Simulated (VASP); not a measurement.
Given:

```xyz
2
Lattice="0.0000 2.3094 2.3094 2.3094 0.0000 2.3094 2.3094 2.3094 0.0000" Properties=species:S:1:pos:R:3 pbc="T T T"
Ni     0.0000     0.0000     0.0000
C      1.1547     1.1547     1.1547
```
Starting moments (μB, in the order of the record's atoms Ni C): 2.0 0.0.

These are r2SCAN meta-GGA, VASP's PBE PAW potentials (set 64) (plane waves; VASP 6.6.1) values and carry that method's errors. Numerical set-up: 520 eV cut-off, 12×12×12 Γ-centred mesh, first-order Methfessel-Paxton smearing of 0.10 eV, potentials Ni C.

Energy and stress use the plane-wave basis of the starting cell.

**Question.** The ions, cell shape and volume are relaxed. What does this cell relax into?

**Answer.** 
```xyz
2
Lattice="0.0000 2.1564 2.1564 2.1564 0.0000 2.1564 2.1564 2.1564 0.0000" Properties=species:S:1:pos:R:3 pbc="T T T"
Ni     0.0000     0.0000     0.0000
C      1.0782     1.0782     1.0782
```
Space group F-43m (216), at a tolerance of 0.03 Å. The cell ends with 0.00 μB, on the sites 0.00 0.00 μB.

**Question.** How do energy and volume change from the first to the last step?

**Answer.** The energy (σ→0) changes by -245.2 meV/atom and the volume by -18.6 %, in 6 ionic steps.

The structure was generated: NiC was put into the zinc blende type (F-43m), which need not be its known phase. This run relaxes it. Symmetry was kept, so distortions that lower it aren't found.
